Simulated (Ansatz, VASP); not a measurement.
# NaTiSe2N8 in VASP and in Ansatz

```
CELL_PARAMETERS angstrom
4.07574 3.72010 -0.24299
4.07574 -3.72010 -0.24299
0.72586 0.00000 -8.23799
ATOMIC_POSITIONS crystal
Na 0.00000 0.00000 0.50000
Ti 0.00000 0.00000 0.00000
Se 0.30906 0.30906 0.66340
Se 0.69094 0.69094 0.33660
N 0.11172 0.11172 0.78662
N 0.88828 0.88828 0.21338
N 0.29548 0.29548 0.46591
N 0.70452 0.70452 0.53409
N 0.67330 0.82315 0.90496
N 0.17685 0.32670 0.09504
N 0.32670 0.17685 0.09504
N 0.82315 0.67330 0.90496
```

Alike in both runs: functional r2SCAN; k mesh 4 × 4 × 3; no spin polarisation.

Ansatz relaxed the structure, and its values are those at the end. VASP's run is a single point on that final structure, the one shown.

```csv
,VASP,Ansatz
version,VASP 6.6.1,Ansatz 0.2.0
potentials or method,"VASP PAW PBE potentials, release 64 (Na_pv, Ti_sv, Se, N)",PAW plane waves
plane-wave cutoff (eV),520,500
occupations,"fermi-dirac, width 0.1 eV",fermi-dirac
valence electrons in the cell,71,93
```

Ansatz gave:

```
pressure (GPa)                     : 0.0
rms of the force components (eV/Å) : 0.002
```

Q: What did VASP give for the same quantities?

A: Pressure (GPa): 1.0; rms of the force components (eV/Å): 0.607.

One of these differences is far larger than is usual between the two programs; its cause wasn't traced. The two sets of potentials don't hold the same shells in valence.

Caveats: the standard files for N, O and F lose accuracy on very short bonds; the PAW data sets were made with another functional, which shifts forces and pressure a little (VASP).
